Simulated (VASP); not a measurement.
# Vibrations of NbAs at several levels of theory, part 2 of 4

How much do the zone-centre frequencies of NbAs depend on the functional? The starting structure is a measured crystal structure from the Crystallography Open Database.

VASP 6.6.1.

**2. Modes with LDA (continued)**

Level of this step: LDA; plane waves and PAW (Nb_sv, As) (VASP).

Parts of OUTCAR (step 2):

```text
ion  position               nearest neighbor table
   1  0.001  0.501  0.002-   4 2.59   4 2.59   3 2.59   3 2.59   3 2.59   3 2.59
   2  0.251  0.251  0.502-   3 2.59   3 2.59   4 2.59   4 2.59   4 2.59   4 2.59
   3  0.583  0.083  0.166-   2 2.59   2 2.59   1 2.59   1 2.59   1 2.59   1 2.59
   4  0.833  0.833  0.666-   1 2.59   1 2.59   2 2.59   2 2.59   2 2.59   2 2.59

  LATTYP: Found a body centered tetragonal cell.
 ALAT       =     3.4196238416
 C/A-ratio  =     3.3728744855

 Subroutine GETGRP returns: Found  8 space group operations
 (whereof  4 operations were pure point group operations)

The static configuration has the point symmetry C_2v.
 The point group associated with its full space group is C_4v.

 Found    102 irreducible k-points:

   k-points           NKPTS =    102   k-points in BZ     NKDIM =    102   number of bands    NBANDS=     24

   dimension x,y,z NGX =    24 NGY =   24 NGZ =   48
   dimension x,y,z NGXF=    48 NGYF=   48 NGZF=   96

   ENCUT  =  450.0 eV  33.07 Ry    5.75 a.u.   5.91  5.91 10.82*2*pi/ulx,y,z

   NELECT =      36.0000    total number of electrons

 k-points in reciprocal lattice and weights: Automatic mesh
   0.00000000  0.00000000  0.00000000       0.001
   0.10000000  0.00000000  0.00000000       0.008
   0.20000000  0.00000000  0.00000000       0.008
   0.30000000  0.00000000  0.00000000       0.008
   0.40000000  0.00000000  0.00000000       0.008
   0.50000000  0.00000000  0.00000000       0.004
   0.10000000  0.10000000  0.00000000       0.008
   0.20000000  0.10000000  0.00000000       0.016
   0.30000000  0.10000000  0.00000000       0.016
[...]
0.10000000  0.10000000  0.40000000       0.004
   0.00000000  0.00000000  0.50000000       0.001

 average (electrostatic) potential at core
       1 -78.5767       2 -78.5767       3 -47.8450       4 -47.8450

  Total        0.0013121      0.0013121     -0.0044479      0.0000000      0.0000000      0.0000000
  in kB        0.0311728      0.0311728     -0.1056731      0.0000000      0.0000000      0.0000000
  external PRESSURE =      -0.0144425 kB  Pullay stress =       0.0000000 kB

  energy-cutoff  :      450.00
  volume of cell :       67.44
      direct lattice vectors                 reciprocal lattice vectors
    -3.419623842  0.000000000  0.000000000    -0.292429825  0.000000000 -0.086700476
     0.000000000  3.419623842  0.000000000     0.000000000  0.292429825 -0.086700476
     1.709811921 -1.709811921 -5.766981003     0.000000000  0.000000000 -0.173400953

 POSITION                                       TOTAL-FORCE (eV/Angst)
 -----------------------------------------------------------------------------------
     -0.00000      1.70981     -0.01439         0.000000      0.000000     -0.000155
     -0.00000      0.00000     -2.89788        -0.000000     -0.000000     -0.000155
     -1.70981     -0.00000     -0.95446         0.000000     -0.000000      0.000155
     -1.70981      1.70981     -3.83795         0.000000     -0.000000      0.000155
 -----------------------------------------------------------------------------------
    total drift:                                0.000014     -0.000014     -0.000676

 Eigenvectors and eigenvalues of the dynamical matrix
 ----------------------------------------------------

   1 f  =    8.211589 THz    51.594935 2PiTHz  273.909123 cm-1    33.960388 meV
             X         Y         Z           dx          dy          dz
     -0.000000  1.709812 -0.014394     0.000000    0.000000    0.472459
     -0.000000  0.000000 -2.897885     0.000000    0.000000    0.472459
     -1.709812 -0.000000 -0.954458    -0.000000   -0.000000   -0.526101
     -1.709812  1.709812 -3.837949    -0.000000   -0.000000   -0.526101

   2 f  =    8.093024 THz    50.849969 2PiTHz  269.954219 cm-1    33.470042 meV
             X         Y         Z           dx          dy          dz
     -0.000000  1.709812 -0.014394    -0.055665    0.663415   -0.000000
     -0.000000  0.000000 -2.897885    -0.203511    0.181458    0.000000
     -1.709812 -0.000000 -0.954458     0.154387   -0.433192    0.000000
     -1.709812  1.709812 -3.837949     0.132887   -0.503277   -0.000000

   3 f  =    8.093024 THz    50.849969 2PiTHz  269.954219 cm-1    33.470042 meV
             X         Y         Z           dx          dy          dz
     -0.000000  1.709812 -0.014394     0.181458    0.203511   -0.000000
     -0.000000  0.000000 -2.897885     0.663415    0.055665   -0.000000
     -1.709812 -0.000000 -0.954458    -0.503277   -0.132887    0.000000
     -1.709812  1.709812 -3.837949    -0.433192   -0.154387    0.000000

   4 f  =    7.729259 THz    48.564369 2PiTHz  257.820342 cm-1    31.965634 meV
             X         Y         Z           dx          dy          dz
     -0.000000  1.709812 -0.014394    -0.140919    0.353873    0.000000
     -0.000000  0.000000 -2.897885     0.090813   -0.549122   -0.000000
     -1.709812 -0.000000 -0.954458     0.154356   -0.386872   -0.000000
     -1.709812  1.709812 -3.837949    -0.099281    0.601483    0.000000

   5 f  =    7.729259 THz    48.564369 2PiTHz  257.820342 cm-1    31.965634 meV
             X         Y         Z           dx          dy          dz
     -0.000000  1.709812 -0.014394     0.549122    0.090813    0.000000
     -0.000000  0.000000 -2.897885    -0.353873   -0.140919   -0.000000
     -1.709812 -0.000000 -0.954458    -0.601483   -0.099281    0.000000
     -1.709812  1.709812 -3.837949     0.386872    0.154356   -0.000000

   6 f  =    7.581830 THz    47.638043 2PiTHz  252.902625 cm-1    31.355915 meV
             X         Y         Z           dx          dy          dz
     -0.000000  1.709812 -0.014394    -0.000000   -0.000000    0.193871
     -0.000000  0.000000 -2.897885     0.000000    0.000000   -0.193871
     -1.709812 -0.000000 -0.954458     0.000000    0.000000    0.680010
     -1.709812  1.709812 -3.837949    -0.000000   -0.000000   -0.680010

   7 f  =    6.909158 THz    43.411521 2PiTHz  230.464708 cm-1    28.573969 meV
             X         Y         Z           dx          dy          dz
     -0.000000  1.709812 -0.014394    -0.000000   -0.000000   -0.680010
     -0.000000  0.000000 -2.897885     0.000000   -0.000000    0.680010
     -1.709812 -0.000000 -0.954458     0.000000   -0.000000    0.193871
     -1.709812  1.709812 -3.837949     0.000000    0.000000   -0.193871

   8 f  =    4.555045 THz    28.620193 2PiTHz  151.939950 cm-1    18.838144 meV
             X         Y         Z           dx          dy          dz
     -0.000000  1.709812 -0.014394    -0.133467   -0.320871    0.000000
     -0.000000  0.000000 -2.897885     0.072268    0.592596    0.000000
     -1.709812 -0.000000 -0.954458    -0.073910   -0.624424   -0.000000
     -1.709812  1.709812 -3.837949     0.140636    0.328161   -0.000000

   9 f  =    4.555045 THz    28.620193 2PiTHz  151.939950 cm-1    18.838144 meV
             X         Y         Z           dx          dy          dz
     -0.000000  1.709812 -0.014394    -0.592596    0.072268    0.000000
     -0.000000  0.000000 -2.897885     0.320871   -0.133467   -0.000000
     -1.709812 -0.000000 -0.954458    -0.328161    0.140636    0.000000
     -1.709812  1.709812 -3.837949     0.624424   -0.073910    0.000000

  10 f/i=    0.000204 THz     0.001285 2PiTHz    0.006820 cm-1     0.000846 meV
             X         Y         Z           dx          dy          dz
     -0.000000  1.709812 -0.014394    -0.000000    0.000000   -0.526101
     -0.000000  0.000000 -2.897885    -0.000000    0.000000   -0.526101
     -1.709812 -0.000000 -0.954458    -0.000000    0.000000   -0.472459
     -1.709812  1.709812 -3.837949    -0.000000    0.000000   -0.472459

  11 f/i=    0.024775 THz     0.155663 2PiTHz    0.826391 cm-1     0.102459 meV
             X         Y         Z           dx          dy          dz
     -0.000000  1.709812 -0.014394     0.164319   -0.499491   -0.000000
     -0.000000  0.000000 -2.897885     0.165280   -0.496586   -0.000000
     -1.709812 -0.000000 -0.954458     0.148720   -0.450803   -0.000000
     -1.709812  1.709812 -3.837949     0.149170   -0.449444   -0.000000

  12 f/i=    0.024775 THz     0.155663 2PiTHz    0.826391 cm-1     0.102459 meV
             X         Y         Z           dx          dy          dz
     -0.000000  1.709812 -0.014394    -0.496586   -0.165280    0.000000
     -0.000000  0.000000 -2.897885    -0.499491   -0.164319    0.000000
     -1.709812 -0.000000 -0.954458    -0.449444   -0.149170    0.000000
     -1.709812  1.709812 -3.837949    -0.450803   -0.148720    0.000000

 ELASTIC MODULI CONTR FROM IONIC RELAXATION (kBar)
 Direction    XX          YY          ZZ          XY          YZ          ZX
 --------------------------------------------------------------------------------
 XX        -122.2696     43.0683    101.2378      0.0000     -0.0000      0.0000
 YY          43.0683   -122.2696    101.2378      0.0000      0.0000     -0.0000
 ZZ         101.2378    101.2378   -258.8110      0.0000     -0.0000     -0.0000
 XY           0.0000      0.0000      0.0000      0.0000      0.0000      0.0000
 YZ          -0.0000      0.0000     -0.0000      0.0000   -632.9122      0.0000
 ZX           0.0000     -0.0000     -0.0000      0.0000      0.0000   -617.8983
 --------------------------------------------------------------------------------
```

Energies printed during the response cycles are not total energies of the cell.

LDA: the zone-centre modes are A1 273.9, E (3) 270.0, E (2) 257.8, B1 (2) 252.9, B1 (1) 230.5, E (1) 151.9 cm⁻¹.

**3. Modes with LDA at the measured cell**

The atoms were first relaxed in the fixed cell, in a run that isn't shown.

Input file INCAR:

```
SYSTEM = NbAs
PREC = Accurate
ENCUT = 450
EDIFF = 1E-08
NELM = 100
ISMEAR = 0
SIGMA = 0.05
LREAL = .FALSE.
ALGO = Normal
GGA = CA
NBANDS = 24
LASPH = .TRUE.
LORBIT = 11
LWAVE = .FALSE.
LCHARG = .FALSE.
KPAR = 16
IBRION = 8
ISIF = 2
```

Input file POSCAR:

```
NbAs
1.0
   -3.4517000000      0.0000000000      0.0000000000
    0.0000000000      3.4517000000      0.0000000000
    1.7258500000     -1.7258500000     -5.8400000000
Nb As
2 2
Direct
    0.0010981467      0.5010981467      0.0021962934
    0.2510981467      0.2510981467      0.5021962934
    0.5829018533      0.0829018533      0.1658037066
    0.8329018533      0.8329018533      0.6658037066
```

Input file KPOINTS:

```
Automatic mesh
0
Gamma
10 10 10
0 0 0
```

Potentials, in the order of the species: Nb_sv and As (LDA family, release 64).

On the command line:

```sh
$ mpirun -np 16 vasp_std
```

The log of the run:

```text
[banner, memory and clock lines left out]
running   16 mpi-ranks, on    1 nodes
[...]
[... a notice as in an earlier step ...]

 LDA part: xc-table for (Slater(with rela. corr.)+CA(PZ))
 , standard interpolation
 POSCAR, INCAR and KPOINTS ok, starting setup
[...]
entering main loop
       N       E                     dE             d eps       ncg     rms          rms(c)
DAV:   1     0.335806306594E+03    0.33581E+03   -0.17717E+04  4920   0.133E+03
DAV:   2    -0.107265006060E+02   -0.34653E+03   -0.33909E+03  6448   0.533E+02
DAV:   3    -0.366076144600E+02   -0.25881E+02   -0.25556E+02  8848   0.107E+02
DAV:   4    -0.382960692999E+02   -0.16885E+01   -0.16827E+01  7648   0.227E+01
[...]
DAV:  13    -0.363385116193E+02    0.48900E-07   -0.38177E-07  8488   0.474E-03    0.976E-04
DAV:  14    -0.363385116054E+02    0.13891E-07   -0.85962E-08  6768   0.181E-03    0.239E-04
DAV:  15    -0.363385116056E+02   -0.19736E-09   -0.34613E-09  4784   0.628E-04
   1 F= -.36338512E+02 E0= -.36337944E+02  d E =-.113441E-02
[...]
RMM:  13    -0.434531657280E-01    0.81900E-07    0.32422E-08 37233   0.287E-04    0.648E-06
RMM:  14    -0.434531775513E-01   -0.11823E-07    0.34315E-08 37483   0.239E-04    0.274E-06
RMM:  15    -0.434531696454E-01    0.79059E-08    0.39253E-08 37221   0.212E-04    0.165E-06
 first order change of Fermi-energy  -0.10366E-04
 force on displaced ion       3 direction 2 :   0.000  -8.721  -0.002
 Linear response progress:
  Degree of freedom:   6/  6
       N       E                     dE             d eps       ncg     rms          rms(c)
RMM:   1    -0.641859963136E-01   -0.64186E-01   -0.18390E-02 20600   0.100E+00
RMM:   2    -0.559621913796E-01    0.82238E-02   -0.66624E-03 15555   0.413E-01    0.113E-01
RMM:   3    -0.562363255772E-01   -0.27413E-03   -0.22067E-03 15821   0.217E-01    0.109E-01
RMM:   4    -0.560799877382E-01    0.15634E-03   -0.55201E-04 16468   0.119E-01    0.472E-02
[...]
RMM:  21    -0.562264506887E-01   -0.20879E-09   -0.37766E-07 20467   0.158E-04    0.283E-07
RMM:  22    -0.562264510848E-01   -0.39610E-09   -0.38947E-07 20014   0.157E-04    0.227E-07
RMM:  23    -0.562264509296E-01    0.15527E-09   -0.36646E-07 19321   0.157E-04    0.911E-08
 first order change of Fermi-energy   0.53855E-03
 force on displaced ion       3 direction 3 :   0.000   0.000 -13.284
 Linear response finished
```

Wall time 9.2 min (16 MPI ranks of AMD EPYC 7R43, shared host); peak memory 13 GiB; 2.4 h of CPU time.

OUTCAR, selected parts (step 3):

```text
  Total       -2.4238089     -2.4238089     -2.2139111      0.0000000      0.0000000      0.0000000
  in kB      -55.8123145    -55.8123145    -50.9790616      0.0000000      0.0000000      0.0000000
  external PRESSURE =     -54.2012302 kB  Pullay stress =       0.0000000 kB

 POSITION                                       TOTAL-FORCE (eV/Angst)
 -----------------------------------------------------------------------------------
     -0.00000      1.72585     -0.01283         0.000000      0.000000      0.000016
     -0.00000      0.00000     -2.93283        -0.000000      0.000000      0.000016
     -1.72585      0.00000     -0.96829         0.000000     -0.000000     -0.000016
     -1.72585      1.72585     -3.88829         0.000000     -0.000000     -0.000016
 -----------------------------------------------------------------------------------
    total drift:                                0.000019     -0.000019     -0.000264

[... 1 part as in an earlier step ...]

[... 1 further part left out ...]
```

With LDA at the measured cell the modes are at the top A1 262.8, E (3) 252.2 cm⁻¹, at the bottom B1 (1) 220.4, E (1) 145.6 cm⁻¹, with 2 more of the listed ones between; the largest shift is -17.8 cm⁻¹, in E (3), from LDA.

**4. Modes with PBEsol**

PBEsol restores the gradient expansion of exchange and is tuned for the cells of solids. The cell comes from a relaxation at this level, not shown (68.60 Å³).

INCAR, as its differences from that of step 3:

```diff
@@ -9,3 +9,3 @@
 ALGO = Normal
-GGA = CA
+GGA = PS
 NBANDS = 24
```

Input file POSCAR:

```
NbAs
1.0
   -3.4401292507      0.0000000000      0.0000000000
    0.0000000000      3.4401292507      0.0000000000
    1.7200646254     -1.7200646254     -5.7966209763
Nb As
2 2
Direct
    0.0012546562      0.5012546562      0.0025093124
    0.2512546562      0.2512546562      0.5025093124
    0.5827453438      0.0827453438      0.1654906876
    0.8327453438      0.8327453438      0.6654906876
```

KPOINTS is that of step 3.

PAW data sets: Nb_sv and As (PBE family, release 64).

On the command line:

```sh
$ mpirun -np 16 vasp_std
```

The log of the run:

```text
[banner, memory and clock lines left out]
running   16 mpi-ranks, on    1 nodes
[...]
[... a notice as in an earlier step ...]

|                                                                             |
|               ----> ADVICE to this user running VASP <----                  |
|                                                                             |
|     You enforced a specific xc type in the INCAR file but a different       |
|     [... a line on the potential file left out ...]
|     I HOPE YOU KNOW WHAT YOU ARE DOING!                                     |
|                                                                             |

 LDA part: xc-table for (Slater+PW92), standard interpolation
 POSCAR, INCAR and KPOINTS ok, starting setup
[...]
entering main loop
       N       E                     dE             d eps       ncg     rms          rms(c)
DAV:   1     0.318920832121E+03    0.31892E+03   -0.17979E+04  4920   0.133E+03
DAV:   2    -0.101141893707E+02   -0.32904E+03   -0.32203E+03  5960   0.490E+02
[...]
RMM:  11    -0.423107022581E-01    0.57755E-06   -0.77825E-08 34122   0.545E-04    0.410E-05
RMM:  12    -0.423108081198E-01   -0.10586E-06   -0.63363E-08 36918   0.318E-04    0.269E-05
RMM:  13    -0.423107987831E-01    0.93367E-08   -0.91585E-08 36410   0.184E-04    0.619E-06
 first order change of Fermi-energy  -0.13479E-04
 force on displaced ion       3 direction 2 :   0.000  -9.358  -0.001
 Linear response progress:
  Degree of freedom:   6/  6
       N       E                     dE             d eps       ncg     rms          rms(c)
RMM:   1    -0.634667183612E-01   -0.63467E-01   -0.22144E-02 20706   0.100E+00
RMM:   2    -0.547630990468E-01    0.87036E-02   -0.73247E-03 15768   0.389E-01    0.116E-01
RMM:   3    -0.549853571483E-01   -0.22226E-03   -0.20807E-03 15649   0.211E-01    0.111E-01
RMM:   4    -0.548573695297E-01    0.12799E-03   -0.58691E-04 17065   0.116E-01    0.499E-02
[...]
RMM:  13    -0.550220938738E-01   -0.35339E-07   -0.39135E-08 22963   0.215E-04    0.807E-06
RMM:  14    -0.550221075939E-01   -0.13720E-07   -0.79558E-08 22339   0.133E-04    0.306E-06
RMM:  15    -0.550221075775E-01    0.16369E-10   -0.70480E-08 22849   0.996E-05    0.208E-06
 first order change of Fermi-energy  -0.15914E-01
 force on displaced ion       3 direction 3 :   0.000  -0.000 -14.003
 Linear response finished
```

Run time: 9 min. Hardware: 16 MPI ranks; peak memory 13 GiB.

OUTCAR, selected parts (step 4):

```text
  Total       -0.0018371     -0.0018371     -0.0030094     -0.0000000     -0.0000000      0.0000000
  in kB       -0.0429058     -0.0429058     -0.0702860     -0.0000000     -0.0000000      0.0000000
  external PRESSURE =      -0.0520326 kB  Pullay stress =       0.0000000 kB

 POSITION                                       TOTAL-FORCE (eV/Angst)
 -----------------------------------------------------------------------------------
      0.00000      1.72006     -0.01455         0.000000     -0.000000     -0.000683
      0.00000     -0.00000     -2.91286         0.000000     -0.000000     -0.000683
     -1.72006     -0.00000     -0.95929        -0.000000      0.000000      0.000683
     -1.72006      1.72006     -3.85760        -0.000000      0.000000      0.000683
 -----------------------------------------------------------------------------------
    total drift:                                0.000020     -0.000020     -0.000534

[... 1 part as in an earlier step ...]

[... 1 further part left out ...]
```

With PBEsol the modes are at the top A1 270.0, E (3) 265.4 cm⁻¹, at the bottom B1 (1) 226.5, E (1) 149.0 cm⁻¹, with 2 more of the listed ones between; the largest shift is -5.0 cm⁻¹, in E (2), from LDA.

(Continued in part 3 of 4.)

[Lines on the potential files, build, host, timing and source positions are cut from VASP's logs without a mark.]

[Logs are printed without paths, hosts, clocks, repeated set-up lines and the standing remarks that a program may print on its own settings, such as how far it seeks lower states.]

[Hosts, paths, dates, database ids (printed as entryN), source tags and the programs' standing remarks are cut or masked in the printed files.]
